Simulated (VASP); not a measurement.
Output of a VASP run:

**OSZICAR**
```
       N       E                     dE             d eps       ncg     rms          rms(c)
DAV:   1     0.542272447719E+02    0.54227E+02   -0.45557E+03   846   0.827E+02
DAV:   2    -0.114232050082E+01   -0.55370E+02   -0.55173E+02   884   0.209E+02
DAV:   3    -0.212042623183E+01   -0.97811E+00   -0.97014E+00  1377   0.299E+01
DAV:   4    -0.214534547938E+01   -0.24919E-01   -0.24900E-01  1137   0.365E+00
DAV:   5    -0.214599567060E+01   -0.65019E-03   -0.64980E-03  1485   0.315E-01    0.227E+00
DAV:   6    -0.213875761116E+01    0.72381E-02   -0.74852E-03  1061   0.119E+00    0.137E+00
DAV:   7    -0.213488427595E+01    0.38733E-02   -0.13625E-02   991   0.167E+00    0.939E-02
DAV:   8    -0.213475804641E+01    0.12623E-03   -0.10825E-03   986   0.328E-01    0.169E-02
DAV:   9    -0.213476086844E+01   -0.28220E-05   -0.91295E-05  1357   0.800E-02    0.761E-03
DAV:  10    -0.213476135956E+01   -0.49112E-06   -0.59065E-06  1144   0.274E-02
   1 F= -.21347614E+01 E0= -.21346645E+01  d E =-.213476E+01
```

File OUTCAR:
```
------------------------ aborting loop because EDIFF is reached ----------------------------------------
  FORCE on cell =-STRESS in cart. coord.  units (eV):
  Direction    XX          YY          ZZ          XY          YZ          ZX
  --------------------------------------------------------------------------------------
  Total       -0.0003599     -0.0003599     -0.0003599     -0.0000000     -0.0000000      0.0000000
  in kB       -0.0141926     -0.0141926     -0.0141926     -0.0000000     -0.0000000      0.0000000
  external PRESSURE =      -0.0141926 kB  Pullay stress =       0.0000000 kB
  volume of cell :       40.63
      direct lattice vectors                 reciprocal lattice vectors
     0.000000000  2.728529619  2.728529619    -0.183248881  0.183248881  0.183248881
     2.728529619  0.000000000  2.728529619     0.183248881 -0.183248881  0.183248881
     2.728529619  2.728529619  0.000000000     0.183248881  0.183248881 -0.183248881
 POSITION                                       TOTAL-FORCE (eV/Angst)
 -----------------------------------------------------------------------------------
      0.00000      0.00000      0.00000        -0.000000      0.000000     -0.000000
 -----------------------------------------------------------------------------------
    total drift:                               -0.000000     -0.000000     -0.000000
  FREE ENERGIE OF THE ION-ELECTRON SYSTEM (eV)
  ---------------------------------------------------
  free  energy   TOTEN  =        -2.1347613596 eV

  energy  without entropy=       -2.1344707712  energy(sigma->0) =       -2.13466450

 reached required accuracy - stopping structural energy minimisation
```
(Selected blocks of OUTCAR.)

File POSCAR:
```
Ca
1
    0.0000000000     2.7285296194     2.7285296194
    2.7285296194    -0.0000000000     2.7285296194
    2.7285296194     2.7285296194    -0.0000000000
Ca
1
Direct
  0.0000000000   0.0000000000   0.0000000000
```

Reconstruct the remaining input files.

One answer among several that fit: the input of the run itself, PBEsol GGA, plane waves, VASP's PBE PAW potentials (set 64).

### KPOINTS
```
Automatic mesh
0
Gamma
10 10 10
0 0 0
```

### INCAR
```
SYSTEM = Ca
PREC = Accurate
ENCUT = 400
EDIFF = 1E-6
NELM = 100
ALGO = Normal
LREAL = .FALSE.
LASPH = .TRUE.
ISMEAR = 1
SIGMA = 0.1
GGA = PS
LWAVE = .FALSE.
LCHARG = .FALSE.
IBRION = 2
ISIF = 3
NSW = 60
EDIFFG = -0.01
```

POTCAR, in this order: Ca_sv (PBE.64 set). Program: vasp_std.

The compound is Ca in the fcc structure. It was relaxed first, which changed the volume by -6 %. The start is the result of an earlier pass.
